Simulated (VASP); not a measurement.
A run of VASP 6.6.1 is set up as follows.

The input INCAR:

```
SYSTEM = P2S
PREC     = Accurate       ! precision mode
ENCUT    = 600            ! plane-wave cutoff, eV
EDIFF    = 1E-6           ! SCF threshold, eV
ISMEAR   = -1             ! smearing method
SIGMA    = 0.05           ! smearing width, eV
LREAL    = .FALSE.        ! projectors in reciprocal space
LASPH    = .TRUE.         ! aspherical terms in the spheres
NELM     = 80             ! most SCF steps
ALGO     = Normal         ! electronic algorithm
ISIF     = 3              ! what is computed and relaxed
LWAVE    = .FALSE.        ! write WAVECAR
LCHARG   = .FALSE.        ! write CHGCAR
GGA      = PE             ! functional
IBRION   = 2              ! ionic algorithm
NSW      = 60             ! ionic steps
EDIFFG   = -0.01          ! ionic threshold
PSTRESS  = 100
```

KPOINTS

```
regular mesh
0
G
  6 6 3
  0 0 0
```

The input POSCAR:

```
P2S
1.0
    3.3294100000      0.0000000000      0.0000000000
    0.0000000000      3.3294100000      0.0000000000
    0.0000000000      0.0000000000      9.1991400000
P S
4 2
Direct
    0.0000000000      0.5000000000      0.3030700000
    0.0000000000      0.5000000000      0.8030700000
    0.5000000000      0.0000000000      0.6969300000
    0.5000000000      0.0000000000      0.1969300000
    0.0000000000      0.0000000000      0.0000000000
    0.5000000000      0.5000000000      0.5000000000
```

Potentials or basis: VASP PAW PBE potentials, release 64 (P, S).

Launch:

```sh
$ cat potpaw_PBE.64/P/POTCAR potpaw_PBE.64/S/POTCAR > POTCAR
$ mpirun -np 1 vasp_std > vasp.out
```

(1) Estimate the relaxed volume.

(2) What does it give for the space group after relaxing (to 0.05 Å)?

(3) Estimate the band gap on the k mesh.

(4) Predict the relaxed cell.

## Answers

(1) 15.28 Å³/atom.

(2) P4_2/nmc (No. 137).

(3) none (metal or under the smearing width).

(4) a = 3.249 Å, b = 3.249 Å, c = 8.687 Å, α = 90.00°, β = 90.00°, γ = 90.00°.

Caveat: the cell is relaxed towards a set pressure, so the enthalpy falls and the energy may rise.
